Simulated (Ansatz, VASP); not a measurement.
Fitting the PBE energy curve of GeBi3

Symmetry: Fm-3m, No. 225, cubic system. Conventional cell: a = 7.734 Å, b = 7.734 Å, c = 7.734 Å, α = 90.00°, β = 90.00°, γ = 90.00°. Around Bi (site symmetry m-3m) lie 8 Bi at 3.35 Å. Around Bi (site symmetry -43m) lie 4 Bi at 3.35 Å and 4 Ge at 3.35 Å. Around Ge (site symmetry m-3m) lie 8 Bi at 3.35 Å.

The cell comes from a database or a generator and needn't be the stable form of this composition.

The cell was scaled at fixed shape and fractions and run with Ansatz, Ansatz PAW, cutoff 420 eV; PBE, k mesh 6 × 6 × 6 on the cell of 4 atoms, fermi-dirac occupations of 0.05 eV, no spin polarisation, no spin-orbit coupling. Energies are those that the program minimises, any entropy of the smearing included. For a metal such a mesh isn't converged to the digits shown.

```tsv
V (Å³/atom)	energy over the lowest row (meV/atom)
27.1744	33.92
27.7526	18.40
28.3308	7.84
28.9089	1.86
29.4871	0.00
30.0653	?
30.6435	7.09
```

Task: Fit the third-order Birch-Murnaghan form, give V0, B0 and B′, and predict the energy left open.

Result: With y = (V0/V)^(2/3), E = E0 + (9 V0 B0/16) [(y - 1)³ B′ + (y - 1)² (6 - 4y)]. Least squares through the rows shown give V0 = 29.4790 Å³/atom, E0 = -0.01 meV, B0 = 52.75 GPa (1 eV/Å³ = 160.218 GPa) and B′ = 3.97, with a largest miss of 0.02 meV. At V = 30.0653 the form with these constants gives 1.85 meV; the run gave 1.87 meV an atom. Other set-ups at this level, from all their volumes (Å³/atom, GPa): VASP, PBE PAW files Bi_d, Ge_d, 520 eV: V0 29.487, B0 52.79.
